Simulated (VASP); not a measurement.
VASP input:

KPOINTS:
```
Automatic
0
Gamma
  10 10 10
0 0 0
```

**POSCAR**
```
NaH
1
   -0.0000000000     2.4027853968     2.4027853968
    2.4027853968     0.0000000000     2.4027853968
    2.4027853968     2.4027853968    -0.0000000000
Na H
1 1
Direct
  0.0000000000   1.0000000000   1.0000000000
  0.5000000000   0.5000000000   0.5000000000
```

**INCAR**
```
SYSTEM = NaH
PREC = Accurate
ENCUT = 480
EDIFF = 1E-7
NELM = 100
ALGO = Normal
LREAL = .FALSE.
LASPH = .TRUE.
ISMEAR = 0
SIGMA = 0.05
GGA = PE
LWAVE = .FALSE.
LCHARG = .FALSE.
ISIF = 3
IBRION = 2
NSW = 40
EDIFFG = -0.01
PSTRESS = 300
```

POTCAR, in this order: Na_pv H (PBE.64 set). Program: vasp_std.

**Question.** Translate this PBE calculation to Quantum ESPRESSO's pw.x.

**Answer.** One equivalent input (not run):
```
&CONTROL
  calculation = 'vc-relax'
  pseudo_dir = './pseudo'
  outdir = './out'
  tprnfor = .true.
  tstress = .true.
  nstep = 40
  forc_conv_thr = 0.00039
/
&SYSTEM
  ibrav = 0
  nat = 2
  ntyp = 2
  ecutwfc = 88
  occupations = 'smearing'
  smearing = 'gaussian'
  degauss = 0.003675
  input_dft = 'pbe'
/
&ELECTRONS
  conv_thr = 7.3e-09
  electron_maxstep = 100
/
&IONS
/
&CELL
  press = 300
/
ATOMIC_SPECIES
  Na 22.990 Na.upf
  H 1.008 H.upf
CELL_PARAMETERS angstrom
    -0.0000000    2.4027854    2.4027854
     2.4027854    0.0000000    2.4027854
     2.4027854    2.4027854   -0.0000000
ATOMIC_POSITIONS crystal
  Na   0.0000000  1.0000000  1.0000000
  H    0.5000000  0.5000000  0.5000000
K_POINTS automatic
  10 10 10 0 0 0
```
The two are equivalent in intent, not identical: the potentials are each code's own (VASP's PAW set, PseudoDojo norm-conserving files in pw.x), so ENCUT and ecutwfc are chosen apart and not converted; conv_thr bounds pw.x's estimated SCF error, while EDIFF bounds the energy change between steps; forc_conv_thr acts on force components and is met together with etot_conv_thr.

The compound is NaH in the rock salt structure. This run relaxes it under an external pressure of 30 GPa. Symmetry was kept, so distortions that lower it aren't found.
